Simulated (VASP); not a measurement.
The system is Bi.

```xyz
2
Lattice="2.2675 1.3091 3.9380 -2.2675 1.3091 3.9380 0.0000 -2.6183 3.9380" Properties=species:S:1:pos:R:3 pbc="T T T"
Bi    0.0000    0.0000    2.7645
Bi    0.0000    0.0000    9.0495
```

```yaml
Program: VASP 6.6.1
Task: relaxation of cell and atoms
Functional: LDA
Potentials_or_basis: VASP PAW LDA potentials, release 64 (Bi_d)
Cutoff: 600 eV
k_mesh: 10 × 10 × 10
Occupations: methfessel-paxton, width 0.1 eV
Spin: no spin polarisation
```

At the start: pressure -1.4 GPa; volume 35.07 Å³/atom.

Question: Where does the relaxation end?

Answer: Over 10 steps the energy falls by 8.3 meV/atom and the volume is 33.58 Å³/atom (-4.2 %); space group R-3m (No. 166, to 0.05 Å).

Step by step:
| step | energy change (eV) | largest force (eV/Å) | pressure (GPa) | volume (Å³) |
| --- | --- | --- | --- | --- |
| 1 | 0.0000 | 0.0825 | -1.37 | 70.14 |
| 2 | -0.0075 | 0.2521 | 0.80 | 67.14 |
| 3 | -0.0095 | 0.2010 | 0.07 | 68.05 |
| 4 | -0.0127 | 0.1350 | 0.06 | 67.78 |
| 5 | -0.0159 | 0.0046 | 0.09 | 67.21 |
| 6 | -0.0159 | 0.0057 | 0.06 | 67.16 |
| 7 | -0.0165 | 0.0068 | -0.07 | 67.29 |
| 8 | -0.0166 | 0.0084 | -0.13 | 67.34 |
| 9 | -0.0166 | 0.0213 | 0.15 | 67.00 |
| 10 | -0.0167 | 0.0062 | 0.02 | 67.17 |

Final structure:
```cif
data_structure
_symmetry_space_group_name_H-M 'P 1'
_symmetry_Int_Tables_number 1
_cell_length_a 4.6302
_cell_length_b 4.6302
_cell_length_c 4.6302
_cell_angle_alpha 58.120
_cell_angle_beta 58.120
_cell_angle_gamma 58.120
_cell_volume 67.17
loop_
_atom_site_label
_atom_site_type_symbol
_atom_site_fract_x
_atom_site_fract_y
_atom_site_fract_z
_atom_site_occupancy
Bi1 Bi 0.23709 0.23709 0.23709 1
Bi2 Bi 0.76291 0.76291 0.76291 1
```
